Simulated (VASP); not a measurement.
Input:

```yaml
crystal:
  lattice:
    - [3.54025, 0.00000, 0.00000]
    - [0.00000, 3.54025, 0.00000]
    - [0.00000, 0.00000, 3.54025]
  atoms:
    - { symbol: Fe, position: [0.00000, 0.00000, 0.00000], spin: 3.0 }
    - { symbol: Ni, position: [0.00000, 0.50000, 0.50000], spin: 0.7 }
    - { symbol: Ni, position: [0.50000, 0.00000, 0.50000], spin: 0.7 }
    - { symbol: Ni, position: [0.50000, 0.50000, 0.00000], spin: 0.7 }
```

These are PBE GGA, VASP's PBE PAW potentials (set 64) (plane waves; VASP) values and carry that method's errors. Numerical set-up: 400 eV cut-off, 8×8×8 Γ-centred mesh, first-order Methfessel-Paxton smearing of 0.10 eV, potentials Fe Ni.

Task: Predict the cell moment, energy per atom (σ→0), band gap (on the k-mesh) with the smallest direct gap where there is one.

Result: 
* **band gap (on the k-mesh)**: none (metal, semimetal or under 0.01 eV)
* **cell moment**: 4.80 μB
* **energy per atom (σ→0)**: -603.0 kJ/mol-atom

Task: Give the moment on each site (PAW-sphere projection).

Result: 
```tsv
site	moment (μB)
Fe1	2.91
Ni2	0.64
Ni3	0.64
Ni4	0.64
```

The compound is Ni3Fe in the L1_2 structure. It was relaxed first. The start is the result of an earlier pass.
